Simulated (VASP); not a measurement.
```xyz
2
Lattice="0.0000 2.5800 2.5800 2.5800 0.0000 2.5800 2.5800 2.5800 0.0000" Properties=species:S:1:pos:R:3 pbc="T T T"
Sr     0.0000     0.0000     0.0000
O      2.5800     2.5800     2.5800
```

The base run (VASP): PBE GGA, plane waves, VASP's PBE PAW potentials (set 64). Settings: 520 eV cut-off, 8×8×8 Γ-centred mesh, Gaussian smearing of 0.050 eV, potentials Sr_sv O.

One setting is varied; ΔE counts from the most expensive setting. The base run took about 10 core-seconds. Costs are core time on shared hosts, one run each; read them as rough ratios.

Pressures at a finite cut-off, here 520 eV, hold a Pulay part, which wasn't tested here.

```csv
setting,cost over the base run,electronic steps,ΔE (meV/atom),pressure (GPa)
KPOINTS 4×4×4 Γ-centred mesh,about 1/2,13,1.8,2.38
KPOINTS 5×5×5 Γ-centred mesh,within a factor of 2,14,0.3,2.35
KPOINTS 6×6×6 Γ-centred mesh,within a factor of 2,14,0.1,2.35
base run,reference,14,0.0,2.35
KPOINTS 11×11×11 Γ-centred mesh,within a factor of 2,13,0.0,2.35
KPOINTS 12×12×12 Γ-centred mesh,about 2 times,13,0.0,2.35
KPOINTS 13×13×13 Γ-centred mesh,about 2 times,13,0.0,2.35
```

Left out are runs that failed, have no time on record or changed the cell.

The compound is SrO in the rock salt structure. The cell was not relaxed at this level.
